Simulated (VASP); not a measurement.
Calculation: PBE GGA with spin-orbit coupling, VASP's PBE PAW potentials (set 64) (plane waves; VASP).

VASP ran on this input.

KPOINTS:
```
Automatic mesh
0
Gamma
11 11 8
0 0 0
```

File POSCAR:
```
TiAl
1
    2.8866000000     0.0000000000     0.0000000000
    0.0000000000     2.8866000000     0.0000000000
    0.0000000000     0.0000000000     4.1514000000
Ti Al
1 1
Direct
  0.0000000000   0.0000000000   0.0000000000
  0.5000000000   0.5000000000   0.5000000000
```

### INCAR
```
SYSTEM = TiAl
PREC = Accurate; ENCUT = 400; LREAL = .False.
LASPH = .True.
EDIFF = 1E-6; NELM = 100; ALGO = Normal
LMAXMIX = 4
ISMEAR = 1; SIGMA = 0.1
GGA = PE; GGA_COMPAT = .False.
MAGMOM = 0 0 0 0 0 0
LSORBIT = .True.
ISIF = 2
LWAVE = .False.; LCHARG = .False.
```

POTCAR, in this order: Ti_sv Al (PBE.64 set). Program: vasp_ncl.

Estimate the energy per atom (σ→0), pressure, band gap (on the k-mesh).

| Item | Value |
|---|---|
| energy per atom (σ→0) | -6.176 eV/atom |
| band gap (on the k-mesh) | none (metal, semimetal or under 0.01 eV) |
| pressure | -6.65 GPa |

**OSZICAR**
```
...
DAV:   8    -0.123530214140E+02    0.15331E-01   -0.18049E-01  6310   0.485E+00    0.538E-01
DAV:   9    -0.123511262451E+02    0.18952E-02   -0.27929E-02  5540   0.236E+00    0.286E-01
DAV:  10    -0.123514975892E+02   -0.37134E-03   -0.16002E-03  5774   0.505E-01    0.571E-02
DAV:  11    -0.123514676459E+02    0.29943E-04   -0.23972E-04  6664   0.181E-01    0.396E-02
DAV:  12    -0.123514657438E+02    0.19021E-05   -0.25490E-05  6204   0.743E-02    0.146E-02
DAV:  13    -0.123514668212E+02   -0.10775E-05   -0.42502E-06  5464   0.239E-02    0.277E-03
DAV:  14    -0.123514669280E+02   -0.10674E-06   -0.20393E-07  2814   0.616E-03
   1 F= -.12351467E+02 E0= -.12351414E+02  d E =-.157475E-03  mag=     0.0000     0.0000     0.0000
```

The compound is TiAl in the L1_0 structure. The cell was not relaxed at this level. The run is one of a series of settings (GGA_COMPAT = .FALSE., LSORBIT = .TRUE., MAGMOM = 0 0 0 0 0 0, program vasp_ncl against the base run), some of them coarse on purpose.
